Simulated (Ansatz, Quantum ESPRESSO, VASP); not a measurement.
Code comparison for PIr2 (P1, 3 atoms in the cell)

Self-consistent single point, at a second geometry (atoms moved at random). First geometry:

```
CELL_PARAMETERS angstrom
      0.00000     2.77874     2.77874
      2.77874     0.00000     2.77874
      2.77874     2.77874     0.00000
ATOMIC_POSITIONS crystal
  P  0.00000 0.00000 0.00000
  Ir 0.25000 0.25000 0.25000
  Ir 0.75000 0.75000 0.75000
```

Second geometry:
```
PIr2
1.0
    0.00000     2.77874     2.77874
    2.77874     0.00000     2.77874
    2.77874     2.77874     0.00000
P Ir
1 2
Direct
  0.99672   0.00610   0.99437
  0.26255   0.23534   0.27272
  0.74072   0.75856   0.73291
```

Shared settings, as Ansatz (a program for electronic structure) writes them: kpoints.mp_grid.grid = 10 10 10; scf.occupations.method = gaussian; scf.occupations.width = 0.0037 Ry. Potentials and cutoffs stand in the table.

```
code                                                             model  ΔF from the first geometry (meV/atom)  pressure (GPa)  largest force (eV/Å)   cutoff
----------------  ----------------------------------------------------  -------------------------------------  --------------  --------------------  -------
Quantum ESPRESSO  LDA (PZ), PSlibrary ultrasoft (LDA) pseudopotentials                                   65.7           -3.92                 2.419    40 Ry
VASP                      LDA (PZ), VASP's LDA PAW potentials (set 64)                                   65.6           -4.43                 2.409   300 eV
Ansatz                             LDA (PW92), PAW files made with PBE                                   63.6           -5.56                 2.339  default
```

Size of the force on each atom (eV/Å): Sizes of forces hide their directions.

```csv
code,P1,Ir2,Ir3
Quantum ESPRESSO,0.461,2.419,1.997
VASP,0.457,2.409,1.991
Ansatz,0.436,2.339,1.941
```

On Ansatz's run: spin-orbit coupling is off. Spin polarisation is off; with an odd number of electrons in the cell that forces a metal, and a magnetic state may lie lower.

The spread over the programs that give each value: ΔF from the first geometry within 2.1 meV/atom; pressure within 1.64 GPa; largest force within 0.080 eV/Å.

Ansatz's pressure is given at a fixed set of plane waves, as the other plane-wave codes print theirs; with its correction for the finite basis it is -5.51 GPa. The same LDA comes in different parametrisations, which differ slightly. In the pressure, Ansatz (by 1.13) lies more than 1 GPa from the median of the plane-wave programs.

VASP's run is marked for a possible Pulay error in its stress at this cutoff; no cutoff test was made.

The starting cell comes from a database of computed structures (which also holds hypothetical and non-ambient phases and stackings), without a prior relaxation at this level. For this run, on top of that: atoms moved at random.

Left out of this page: ABINIT (with a known weakness of the program); SIESTA (not drawn, or without a comparable value).

Keys are those of Ansatz 0.2.
